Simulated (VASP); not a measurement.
Given:

```xyz
65
Lattice="10.9371 0.0000 0.0000 0.0000 10.9371 0.0000 0.0000 0.0000 10.9371" Properties=species:S:1:pos:R:3 pbc="T T T"
Si     5.4971    10.8881    10.9153
Si     6.8799     1.3149     1.3345
Si     8.2528     2.6995    10.9256
Si     9.5713     4.0994     1.3365
Si     8.2308    10.9081     2.7338
Si     9.5826     1.3658     4.0907
Si     0.0027     0.0019    10.8893
Si     1.3523     1.3514     1.3513
Si     2.7224     2.7202    10.9318
Si     4.1014     4.1001     1.3195
Si     5.4797     5.4789    10.9278
Si     6.8455     6.8451     1.3515
Si     8.1990     8.1973    10.8920
Si     9.5690     9.5684     1.3253
Si     2.7313    10.9139     2.6887
Si     4.1467     1.3281     3.9892
Si     5.4980     2.7051     2.6281
Si     6.8757     4.0521     3.9908
Si     8.2281     5.4706     2.6880
Si     9.5524     6.8360     4.0940
Si     5.4658     0.0023     5.4324
Si     6.8361     1.3599     6.8062
Si     8.1970     2.7309     5.4357
Si     9.5689     4.0984     6.7898
Si     8.2146    10.9243     8.1611
Si     9.5975     1.3654     9.5092
Si    10.8894     5.4968    10.9147
Si     1.3146     6.8797     1.3348
Si     2.6986     8.2518    10.9249
Si     4.0982     9.5702     1.3361
Si    10.9145     2.7313     2.6881
Si     1.3282     4.1466     3.9885
Si     2.7058     5.4971     2.6270
Si     4.0533     6.8747     3.9893
Si     5.4711     8.2279     2.6871
Si     6.8363     9.5524     4.0932
Si     0.0634     0.0632     5.4541
Si     1.5200     1.5198     6.7859
Si     2.8822     2.8824     5.1853
Si     4.1445     4.1448     7.4287
Si     5.3026     5.3022     5.1788
Si     6.6583     6.6583     6.7957
Si     8.1260     8.1261     5.4606
Si     9.5636     9.5642     6.7818
Si     2.7677     0.0285     8.1520
Si     4.0921     1.3082     9.6248
Si     5.5802     2.6310     8.3645
Si     6.9029     4.1042     9.6331
Si     8.1746     5.4301     8.1548
Si     9.5415     6.8370     9.5068
Si    10.9081     8.2308     2.7349
Si     1.3663     9.5817     4.0919
Si     0.0032     5.4654     5.4322
Si     1.3607     6.8360     6.8056
Si     2.7332     8.1956     5.4352
Si     4.0995     9.5682     6.7899
Si     0.0286     2.7668     8.1529
Si     1.3092     4.0905     9.6255
Si     2.6310     5.5791     8.3645
Si     4.1038     6.9014     9.6339
Si     5.4304     8.1736     8.1558
Si     6.8374     9.5400     9.5081
Si    10.9250     8.2151     8.1595
Si     1.3660     9.5974     9.5084
N      4.0914     4.0926     5.7081
```
Cell charge +1.

Method: HSE06 screened hybrid, VASP's PBE PAW potentials (set 64) (plane waves; VASP 6.6.1). Settings: PREC = Normal, LREAL = Auto, ISYM = 0, NELECT = 260.0, EDIFF = 1E-5, 400 eV cut-off, 1×1×1 Γ-centred mesh, Gaussian smearing of 0.050 eV, potentials Si N.

The cell is charged, with a uniform compensating background. The supercell is sampled at Γ alone, which is coarse: total energies, pressure and levels can be off, energies of defects by several tenths of an eV.

Problem. Estimate the energy per atom (σ→0), largest force.

Solution. 
```
Property                       Result
---------------------  --------------
energy per atom (σ→0)  -6.345 eV/atom
largest force              0.629 eV/Å
```

Total energies compare only between runs with the same potentials, cut-off and functional.

The cell is a supercell with a defect, built from Si (diamond): N_i, charge +1. The cell's shape comes from a PBE relaxation. The run is not spin-polarised, so no state with unpaired spins was tried.
